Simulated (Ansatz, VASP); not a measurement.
# SnO2 (Cassiterite): VASP beside Ansatz

Wanted: the spread between two codes on one cell, functional and k mesh. The structure shown is the start of the Ansatz relaxation below; VASP solves that cell, so the two are compared at the walk's first step.

Method: plane waves, with VASP 6.6.1 beside it; single point at LDA, in Ansatz 0.2.0.

## (1) The starting structure

The structure is tetragonal, space group P4_2/mnm (No. 136). Conventional cell: a = 4.529 Å, b = 4.529 Å, c = 3.117 Å, α = 90.00°, β = 90.00°, γ = 90.00°. Nearest to O lie 3 Sn at 1.96 to 2.00 Å. Nearest to Sn lie 6 O at 1.96 to 2.00 Å. Farther neighbours and most contacts between anions are not listed.

Coordinates:

```cif
data_structure
_symmetry_space_group_name_H-M 'P 1'
_symmetry_Int_Tables_number 1
_cell_length_a 4.5293
_cell_length_b 4.5293
_cell_length_c 3.1168
_cell_angle_alpha 90.000
_cell_angle_beta 90.000
_cell_angle_gamma 90.000
_cell_volume 63.94
loop_
_atom_site_label
_atom_site_type_symbol
_atom_site_fract_x
_atom_site_fract_y
_atom_site_fract_z
_atom_site_occupancy
O1 O 0.30533 0.30533 0.00000 1
O2 O 0.19467 0.80533 0.50000 1
O3 O 0.69467 0.69467 0.00000 1
O4 O 0.80533 0.19467 0.50000 1
Sn5 Sn 0.00000 0.00000 0.00000 1
Sn6 Sn 0.50000 0.50000 0.50000 1
```

## (2) Ansatz: relaxation, LDA

Ansatz runs on its PAW soft_1 files.

The two programs are compared at the cell with which this relaxation starts, whose forces are those of its first step.

input.yaml reads:

```yaml
crystal:
  lattice:
    - [4.5293499187, 0.0, 0.0]
    - [0.0, 4.5293499187, 0.0]
    - [0.0, 0.0, 3.1168219031]
  atoms:
    - { symbol: O, position: [0.3053268758, 0.3053268758, 0.0] }
    - { symbol: O, position: [0.1946731242, 0.8053268758, 0.5] }
    - { symbol: O, position: [0.6946731242, 0.6946731242, 0.0] }
    - { symbol: O, position: [0.8053268758, 0.1946731242, 0.5] }
    - { symbol: Sn, position: [0.0, 0.0, 0.0] }
    - { symbol: Sn, position: [0.5, 0.5, 0.5] }
kpoints:
  mp_grid: { grid: [12, 12, 12] }
hamiltonian:
  xc: lda
  pseudopotentials: { kind: paw, azcp: { folder: soft_1 }, xc_functional: pbe }
scf:
  occupations: { method: gaussian, width: 0.02 }
output:
  forces: true
  stress: true
  eigenvalues: true
relax:
  adjacent_minimum: "off"
  f_tol: 0.001
  max_steps: 60
  cell: { stress_tol: 0.01, fix: [volume] }
```

On the command line:

```
$ ansatz run input.yaml --threads 8 --pin off --max-ram 16384MiB --backend cpu --events-out ev --progress --plain --runs-dir out
```

Numbers of over 12 decimals in the logs are rounded to 6 here.

The log of the run:

```text
Engine: ansatz 0.2.0, aarch64-unknown-linux-gnu
Pseudopotentials: kind: paw
Pseudopotential: O, paw, valence charge 6, recommended cutoff 420 eV (normal), soft_1/O.paw.azcp
Pseudopotential: Sn, paw, valence charge 14, recommended cutoff 420 eV (normal), soft_1/Sn.paw.azcp
Functional definition: SPW92
  exchange = slater_x
  correlation = pw_c
Crystal: 6 atoms, lattice volume = 63.942 Å³
Basis set: ecut = 420 eV, 1227 PW (Γ)
Bands: 32, of which v1, the nominal top of the filled ones, is band 26 counted from 1 (25 counted from 0)
Symmetry: 16 space group operations
Space group: P42/mnm (ITA 136), of the structure as read, at distance tolerance 4.0e-5 Å
k-points: 196 of 1728
Non-local potential: O, projectors of the file, l = 0: 2, l = 1: 2, l = 2: 1
Non-local potential: Sn, projectors of the file, l = 0: 2, l = 1: 2, l = 2: 2, l = 3: 1
PAW form: soft (Blöchl's): semilocal exchange-correlation on the pseudo side does not see the compensation charge
PAW frozen core: O, regenerated for the run's functional, and the local potential with it (the file was generated under x = pbe(κ = 0.804, μ = 0.219515), c = pbe(β = 0.066725))
PAW frozen core: Sn, regenerated for the run's functional, and the local potential with it (the file was generated under x = pbe(κ = 0.804, μ = 0.219515), c = pbe(β = 0.066725))
PAW one-centre angular grid: O, 110 points (default); XC on 64 Gauss nodes
PAW one-centre angular grid: Sn, 590 points (default); XC on 64 Gauss nodes
Initial density: superposition of atomic densities (chi_scale 0.1, normalization cell, long waves kept (reshape's long-wave potential 0.00 eV rms))
Initial wavefunctions: pseudopotential atomic-orbital guess
Functional: x = slater, c = lda
SCF iter   1: F=—  HF=-13981.043726 eV  |F-HF|=—  |Δ(HF+E_count)|=         —  Δρ=8.47e-2  dr2=3.67e0  ethr=3.10e-3  ⟨swp⟩=6.2  Hψ=27819  notcnv=0
preconditioner: auto → Resta (q_TF=auto, 2.636 Å⁻¹)  ε∞=3.5  [insulator: Δε(μ)=2.959 eV  Ē_g=21.037 eV  σ=0.020 eV  W_gap=1.00  n_scr=18 (ndim 8)  ℏωp=33.5 eV  f_vac=0.000  D(μ)=0.00/eV (n_scr^D=0)  ε∞_Penn≈3.5]
SCF iter   2: F=—  HF=-13980.131601 eV  |F-HF|=—  |Δ(HF+E_count)|=   9.12e-1  Δρ=3.70e-2  dr2=4.93e-1  ethr=3.10e-3  ⟨swp⟩=2.6  Hψ=12812  notcnv=0  defer=342
SCF iter   3: F=—  HF=-13980.005215 eV  |F-HF|=—  |Δ(HF+E_count)|=   1.26e-1  Δρ=1.27e-2  dr2=7.91e-2  ethr=9.48e-4  ⟨swp⟩=3.0  Hψ=9204  notcnv=0  defer=342
SCF iter   4: F=—  HF=-13979.982802 eV  |F-HF|=—  |Δ(HF+E_count)|=   2.24e-2  Δρ=1.91e-3  dr2=2.10e-3  ethr=1.52e-4  ⟨swp⟩=2.4  Hψ=8590  notcnv=0  defer=342
SCF iter   5: F=—  HF=-13979.982815 eV  |F-HF|=—  |Δ(HF+E_count)|=   1.31e-5  Δρ=6.88e-4  dr2=2.04e-4  ethr=4.04e-6  ⟨swp⟩=2.3  Hψ=10323  notcnv=0  defer=342
SCF iter   6: F=—  HF=-13979.982844 eV  |F-HF|=—  |Δ(HF+E_count)|=   2.94e-5  Δρ=6.95e-5  dr2=2.26e-6  ethr=3.93e-7  ⟨swp⟩=2.0  Hψ=9643  notcnv=0  defer=342
SCF iter   7: F=—  HF=-13979.982844 eV  |F-HF|=—  |Δ(HF+E_count)|=   5.38e-7  Δρ=9.51e-6  dr2=6.48e-8  ethr=1.92e-10  ⟨swp⟩=10.6  Hψ=34582  notcnv=0
SCF iter   8: F=-13979.982844 eV  HF=-13979.982844 eV  |F-HF|=2.84e-10  |Δ(HF+E_count)|=  6.89e-10  Δρ=1.47e-6  dr2=9.18e-10  ethr=1.25e-10  ⟨swp⟩=3.0  Hψ=22303  notcnv=0
SCF 1 converged in 8 iterations: F = -13979.982844 eV  dr2 = 9.18e-10
  greatest PAW one-centre occupation: 0.999 electrons in one spin orbital (limit 2), on the Sn atom at site 4 (counted from 0), in its partial waves of l = 2
relax step   1: F+E_penalty+E_count = -13979.98284384 eV  Δ(F+E_penalty+E_count) = +0.000e0 eV  max|allowed force component| = 3.931e-2 eV/Å  Δτ_max = 0.0000 Å  P = +28.110 GPa  Ω = 63.942 Å³  fix = [volume]  reactions: volume +28.110 GPa  (8 SCF iters, dr2 threshold 1.00e-7 eV, accepted)
[...]
relax step   2: F+E_penalty+E_count = -13979.98366060 eV  Δ(F+E_penalty+E_count) = -8.168e-4 eV  max|allowed force component| = 3.229e-2 eV/Å  Δτ_max = 0.0009 Å  P = +27.957 GPa  Ω = 63.942 Å³  fix = [volume]  reactions: volume +27.957 GPa  (4 SCF iters, dr2 threshold 6.00e-7 eV, accepted)
[...]
relax step   3: F+E_penalty+E_count = -13979.98380088 eV  Δ(F+E_penalty+E_count) = -1.403e-4 eV  max|allowed force component| = 8.024e-3 eV/Å  Δτ_max = 0.0015 Å  P = +27.892 GPa  Ω = 63.942 Å³  energy of the carried Pulay correction = +1.618e-16 eV  fix = [volume]  reactions: volume +27.892 GPa  (3 SCF iters, dr2 threshold 2.07e-7 eV, accepted)
[...]
relax step   4: F+E_penalty+E_count = -13979.98380890 eV  Δ(F+E_penalty+E_count) = -8.021e-6 eV  max|allowed force component| = 3.581e-5 eV/Å  Δτ_max = 0.0004 Å  P = +27.895 GPa  Ω = 63.942 Å³  energy of the carried Pulay correction = -4.045e-17 eV  fix = [volume]  reactions: volume +27.895 GPa  (4 SCF iters, dr2 threshold 4.02e-9 eV, accepted)
[...]
relax step   5: F+E_penalty+E_count = -13979.98376943 eV  Δ(F+E_penalty+E_count) = +3.947e-5 eV  max|allowed force component| = 6.292e-7 eV/Å  Δτ_max = 0.0000 Å  P = +27.894 GPa  Ω = 63.942 Å³  fix = [volume]  reactions: volume +27.894 GPa  stress off target by 9.59e-3 GPa on what of the cell is left free  SCF on the basis re-selected at this cell (its energy is not comparable with the rows above)  (6 SCF iters)
basis re-selected at this cell: Δ(F+E_penalty+E_count) = +3.947e-5 eV, ΔP = -0.001 GPa vs the last step (what re-selecting the basis moved, of the pressure what is left beyond the Pulay correction that the steps carried, after the strain that the cell walked since its last selection, with what the two solves' SCF thresholds leave and, on support functions, any second-order correction that the steps lacked; it is no m [...]
SCF converged after 6 iterations
Free energy (F): -13979.983769 eV
Harris-Foulkes:  -13979.983769 eV  (|F-HF|=9.09e-12)
Internal energy: -13979.983769 eV  (E = F + TS)
E sigma→0 (E₀):  -13979.983769 eV
Fermi energy:    12.199994 eV
--- Per-component energies (eV) ---
  E_band       = -37.635767
  E_kinetic    = 1032.703353
  E_local      = -2929.830416  (includes V_loc(G=0)·N_el)
  E_nonlocal   = 522.443709
  E_hartree    = 1355.869311
  E_xc         = -534.155056
  E_vxc        = -528.536096  (∫ρ·V_xc dr)
  E_paw        = -9071.601089  (= ΣΔE_a)
  E_vpaw       = -846.158638  (= ΣTr[D̂ρ^β])
  E_aug_tail   = 0.003698  (compensation charges beyond the density's cutoff)
  E_ewald      = -4356.654747
  E_core_change = 1.237468  (= ΣΔE_core)
  E_smearing   = -0.000000  (= −TS)
  E_closure    = 0.000000  (closes the sum)
  Σ components = -13979.983769   (vs F -13979.983769, Δ=0.00e0)
--- Forces (eV/Å), atoms counted from 1 ---
  atom   1  O      0.00000063     0.00000063     0.00000000
  atom   2  O     -0.00000063     0.00000063     0.00000000
  atom   3  O     -0.00000063    -0.00000063    -0.00000000
  atom   4  O      0.00000063    -0.00000063    -0.00000000
  atom   5  Sn    -0.00000000     0.00000000     0.00000000
  atom   6  Sn     0.00000000    -0.00000000     0.00000000
  max |Σ_I F_I| component: 1.73e-18 eV/Å
--- Stress (GPa, compression-positive) ---
       27.898946       0.000000       0.000000
        0.000000      27.898946      -0.000000
        0.000000      -0.000000      27.884566
  P = ⅓ Tr σ = 27.8942 GPa (278.942 kbar)
--- Band table (eV; the first three rows and the last of 196) ---
  k-point 0: bands = [... 22 lower, 9.7624, 10.1227, 10.1227, 10.9805, 13.4195, 17.5012, 17.5012, 17.7104, ... 2 higher]
  k-point 1: bands = [... 22 lower, 9.4271, 10.1750, 10.1750, 10.9042, 13.8394, 17.8291, 17.8291, 17.9003, ... 2 higher]
  k-point 2: bands = [... 22 lower, 9.0729, 10.1642, 10.1642, 10.6836, 14.7983, 18.3597, 18.6653, 18.6653, ... 2 higher]
  k-point 195: bands = [... 22 lower, 9.9348, 9.9348, 10.0600, 10.0600, 16.8680, 16.8680, 20.1877, 20.1877, ... 2 higher]
--- Relaxed structure (4 steps of the walk, 4 accepted, 1 SCFs on fresh bases) ---
  F+E_penalty+E_count = -13979.98376943 eV   max|allowed force component| = 6.292e-7 eV/Å   (the final SCF, on the basis selected at the relaxed cell)
  cell:  # Å, volume = 63.9416 Å³
    - [4.522218, 0, 0]
    - [0, 4.522218, 0]
    - [0, 0, 3.126660]
  atoms:
    - { symbol: O, position: [0.305300, 0.305300, 0] }
    - { symbol: O, position: [0.194700, 0.805300, 0.500000] }
    - { symbol: O, position: [0.694700, 0.694700, 0] }
    - { symbol: O, position: [0.805300, 0.194700, 0.500000] }
    - { symbol: Sn, position: [0, 0, 0] }
    - { symbol: Sn, position: [0.5, 0.5, 0.500000] }
```

## (3) VASP: single point, LDA, start cell, pair 1

The same cell, functional (in two slightly different forms), mesh and smearing now go to VASP, with its own data sets.

Lines of VASP's logs that name or quote its potential files are left out, and so is its time.

INCAR reads:

```
SYSTEM = SnO2
PREC = Accurate
ENCUT = 520
EDIFF = 1E-06
NELM = 120
ISMEAR = 0
SIGMA = 0.02
LREAL = .FALSE.
ALGO = Normal
GGA = CA
NBANDS = 32
LORBIT = 11
LWAVE = .FALSE.
LCHARG = .FALSE.
ISIF = 2
LASPH = .TRUE.
GGA_COMPAT = .FALSE.
EFERMI = MIDGAP
KPAR = 2
```

POSCAR reads:

```
SnO2
1.0
    4.5293500000      0.0000000000      0.0000000000
    0.0000000000      4.5293500000      0.0000000000
    0.0000000000      0.0000000000      3.1168220000
O Sn
4 2
Direct
    0.3053268129      0.3053268129      0.0000000000
    0.1946731871      0.8053268129      0.5000000000
    0.6946731871      0.6946731871      0.0000000000
    0.8053268129      0.1946731871      0.5000000000
    0.0000000000      0.0000000000      0.0000000000
    0.5000000000      0.5000000000      0.5000000000
```

KPOINTS reads:

```
Automatic mesh
0
Gamma
12 12 12
0 0 0
```

The projector-augmented-wave data sets are O and Sn_d (LDA family, release 64).

On the command line:

```
$ mpirun -np 2 vasp_std
```

The log of the run:

```text
[banner, memory and clock lines left out]
running    2 mpi-ranks, on    1 nodes
 distrk:  each k-point on    1 cores,    2 groups
 distr:  one band on    1 cores,    1 groups

 POSCAR found type information on POSCAR O Sn
 POSCAR found :  2 types and       6 ions
 LDA part: xc-table for (Slater(with rela. corr.)+CA(PZ))
 , standard interpolation
 POSCAR, INCAR and KPOINTS ok, starting setup
 FFT: planning ... GRIDC
 FFT: planning ... GRID_SOFT
 FFT: planning ... GRID
 WAVECAR not read
 entering main loop
       N       E                     dE             d eps       ncg     rms          rms(c)
DAV:   1     0.633602069530E+03    0.63360E+03   -0.26357E+04 13944   0.264E+03
DAV:   2     0.457934566412E+02   -0.58781E+03   -0.56140E+03 13936   0.680E+02
DAV:   3    -0.438848813044E+02   -0.89678E+02   -0.88641E+02 14184   0.222E+02
DAV:   4    -0.481243123623E+02   -0.42394E+01   -0.42223E+01 15200   0.527E+01
DAV:   5    -0.482494604587E+02   -0.12515E+00   -0.12510E+00 15784   0.927E+00    0.173E+01
DAV:   6    -0.416829964176E+02    0.65665E+01   -0.22036E+01 21000   0.705E+01    0.691E+00
DAV:   7    -0.417265125918E+02   -0.43516E-01   -0.22979E+00 14648   0.906E+00    0.349E+00
DAV:   8    -0.416496809084E+02    0.76832E-01   -0.25164E-01 18440   0.655E+00    0.743E-01
DAV:   9    -0.416346584053E+02    0.15023E-01   -0.61170E-02 20128   0.444E+00    0.164E-01
DAV:  10    -0.416347915854E+02   -0.13318E-03   -0.42054E-03 14536   0.488E-01    0.711E-02
DAV:  11    -0.416347947769E+02   -0.31915E-05   -0.21187E-04 19040   0.136E-01    0.251E-02
DAV:  12    -0.416347933275E+02    0.14494E-05   -0.17493E-05 16424   0.858E-02    0.967E-03
DAV:  13    -0.416347915208E+02    0.18067E-05   -0.88985E-06 16424   0.492E-02    0.232E-03
DAV:  14    -0.416347915741E+02   -0.53246E-07   -0.98724E-07  9416   0.124E-02
   1 F= -.41634792E+02 E0= -.41634792E+02  d E =0.000000E+00
```

From OUTCAR (step 3):

```text
ion  position               nearest neighbor table
   1  0.305  0.305  0.000-   5 1.96   6 2.00   6 2.00
   2  0.195  0.805  0.500-   6 1.96   5 2.00   5 2.00
   3  0.695  0.695  0.000-   5 1.96   6 2.00   6 2.00
   4  0.805  0.195  0.500-   6 1.96   5 2.00   5 2.00
   5  0.000  0.000  0.000-   1 1.96   3 1.96   2 2.00   4 2.00   2 2.00   4 2.00   6 3.56   6 3.56
                             6 3.56   6 3.56   6 3.56   6 3.56   6 3.56   6 3.56
   6  0.500  0.500  0.500-   2 1.96   4 1.96   3 2.00   1 2.00   1 2.00   3 2.00   5 3.56   5 3.56
                             5 3.56   5 3.56   5 3.56   5 3.56   5 3.56   5 3.56

  LATTYP: Found a simple tetragonal cell.
 ALAT       =     4.5293500000
 C/A-ratio  =     0.6881389162

 Subroutine GETGRP returns: Found 16 space group operations
 (whereof  8 operations were pure point group operations)

The static configuration has the point symmetry D_2h.
 The point group associated with its full space group is D_4h.

 Found    196 irreducible k-points:

   k-points           NKPTS =    196   k-points in BZ     NKDIM =    196   number of bands    NBANDS=     32

   dimension x,y,z NGX =    36 NGY =   36 NGZ =   24
   dimension x,y,z NGXF=    72 NGYF=   72 NGZF=   48

   ENCUT  =  520.0 eV  38.22 Ry    6.18 a.u.   8.42  8.42  5.80*2*pi/ulx,y,z

   NELECT =      52.0000    total number of electrons

 k-points in reciprocal lattice and weights: Automatic mesh
   0.00000000  0.00000000  0.00000000       0.001
   0.08333333  0.00000000  0.00000000       0.002
   0.16666667  0.00000000  0.00000000       0.002
   0.25000000  0.00000000  0.00000000       0.002
   0.33333333  0.00000000  0.00000000       0.002
   0.41666667  0.00000000  0.00000000       0.002
   0.50000000  0.00000000  0.00000000       0.001
   0.08333333  0.08333333  0.00000000       0.002
   0.16666667  0.08333333  0.00000000       0.005
[...]
0.50000000  0.41666667  0.50000000       0.002
   0.50000000  0.50000000  0.50000000       0.001

 average (electrostatic) potential at core
       1 -67.5623       2 -67.5623       3 -67.5623       4 -67.5623       5 -97.3879
       6 -97.3879

 E-fermi :   8.5117

 k-point     1 :       0.0000    0.0000    0.0000
  band No.  band energies     occupation
    ...
     22       6.0494      2.00000
     23       6.0494      2.00000
     24       6.3898      2.00000
     25       6.3898      2.00000
     26       7.2693      2.00000
     27       9.7541      0.00000
     28      13.7948      0.00000
     29      13.7948      0.00000
     30      14.0433      0.00000
     31      17.9814      0.00000
    ...

 k-point     2 :       0.0833    0.0000    0.0000
  band No.  band energies     occupation
    ...
     22       6.0501      2.00000
     23       6.0525      2.00000
     24       6.2438      2.00000
     25       6.3976      2.00000
     26       7.2255      2.00000
     27       9.9316      0.00000
     28      13.8102      0.00000
     29      13.8228      0.00000
     30      14.0680      0.00000
     31      18.0926      0.00000
    ...

 k-point     3 :       0.1667    0.0000    0.0000
  band No.  band energies     occupation
    ...
     22       5.8815      2.00000
     23       6.0521      2.00000
     24       6.0594      2.00000
     25       6.4198      2.00000
     26       7.1029      2.00000
     27      10.3857      0.00000
     28      13.8254      0.00000
     29      13.9142      0.00000
     30      14.1523      0.00000
     31      18.3907      0.00000
    ...

  Total       11.8020413     11.8020413     12.6320932     -0.0000000      0.0000000      0.0000000
  in kB      295.7222149    295.7222149    316.5207155     -0.0000000      0.0000000      0.0000000
  external PRESSURE =     302.6550485 kB  Pullay stress =       0.0000000 kB

  energy-cutoff  :      520.00
  volume of cell :       63.94
      direct lattice vectors                 reciprocal lattice vectors
     4.529350000  0.000000000  0.000000000     0.220782231  0.000000000  0.000000000
     0.000000000  4.529350000  0.000000000     0.000000000  0.220782231  0.000000000
     0.000000000  0.000000000  3.116822000     0.000000000  0.000000000  0.320839624

 POSITION                                       TOTAL-FORCE (eV/Angst)
 -----------------------------------------------------------------------------------
      1.38293      1.38293      0.00000        -0.054144     -0.054144     -0.000000
      0.88174      3.64761      1.55841         0.054144     -0.054144     -0.000000
      3.14642      3.14642      0.00000         0.054144      0.054144      0.000000
      3.64761      0.88174      1.55841        -0.054144      0.054144      0.000000
      0.00000      0.00000      0.00000         0.000000      0.000000      0.000000
      2.26467      2.26467      1.55841         0.000000      0.000000      0.000000
 -----------------------------------------------------------------------------------
    total drift:                                0.000000      0.000000     -0.000000

  FREE ENERGIE OF THE ION-ELECTRON SYSTEM (eV)
  ---------------------------------------------------
  free  energy   TOTEN  =       -41.6347915741 eV

  energy  without entropy=      -41.6347915741  energy(sigma->0) =      -41.63479157

 total charge
# of ion       s       p       d       tot
------------------------------------------
    1        1.552   3.577   0.000   5.129
    2        1.552   3.577   0.000   5.129
    3        1.552   3.577   0.000   5.129
    4        1.552   3.577   0.000   5.129
    5        0.907   1.296  10.533  12.736
    6        0.907   1.296  10.533  12.736
--------------------------------------------------
tot          8.021  16.901  21.066  45.987

[... 3 further parts left out ...]
```

The run ends at a pressure of 30.27 GPa, with forces up to 0.077 eV/Å.

## (4) Differences

Known differences besides the potentials themselves: the two LDA forms differ slightly; the cutoff is 420 eV in Ansatz and 520 eV in VASP; VASP's log shows a relativistic correction to its local exchange, Ansatz's none. Total energies have different zeros and are not compared.

Forces (eV/Å; atoms numbered as in POSCAR):

```csv
atom,"Ansatz x, y, z","VASP x, y, z"
O1,"-0.039, -0.039, 0.000","-0.054, -0.054, 0.000"
O2,"0.039, -0.039, 0.000","0.054, -0.054, 0.000"
O3,"0.039, 0.039, 0.000","0.054, 0.054, 0.000"
O4,"-0.039, 0.039, 0.000","-0.054, 0.054, 0.000"
Sn5,"0.000, 0.000, 0.000","0.000, 0.000, 0.000"
Sn6,"0.000, 0.000, 0.000","0.000, 0.000, 0.000"
```

The forces differ by 9.9 meV/Å r.m.s., which is 27.4 % of the r.m.s. force of 0.036 eV/Å (both taken over all components).

## (5) Further runs

Further runs change the set-up of one program: Ansatz's method, potentials or start, or VASP's data sets, cutoff or form of LDA. The table gives that difference for each run.

```csv
run,r.m.s. force difference (meV/Å)
as above,9.9
VASP with a cutoff of 600 eV (perhaps on Ansatz's relaxed cell),7.8
```

(Continued in part 2 of 2.)

[Lines on the potential files, build, host, timing and source positions are cut from VASP's logs without a mark.]

[Logs are printed without paths, hosts, clocks, repeated set-up lines and the standing remarks that a program may print on its own settings, such as how far it seeks lower states.]

[Hosts, paths, dates, database ids (printed as entryN), source tags and the programs' standing remarks are cut or masked in the printed files.]

[Rows of further runs with another cutoff or data set may stand on the cell that Ansatz relaxed, not on the start cell of the pair above them.]
